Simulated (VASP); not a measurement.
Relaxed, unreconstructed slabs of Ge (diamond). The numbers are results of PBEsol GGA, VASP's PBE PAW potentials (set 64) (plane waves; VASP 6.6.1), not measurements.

Slab and bulk use different k-meshes, so the surface energy is good to a few per cent at best.

Task: Order the faces (100) [8 atoms], (111) [6 atoms] by surface energy, lowest first.

Result: (111) [6 atoms] (1.13 J/m²), (100) [8 atoms] (1.61 J/m²)

Task: And what are their work functions?

Result: (100) [8 atoms] 5.14 eV, (111) [6 atoms] 4.69 eV.

Runs of the series that failed, ran out of time, didn't relax or are held back are left out, and each face is given by its thickest slab.

The cell is a thin slab with vacuum, built from Ge (diamond).
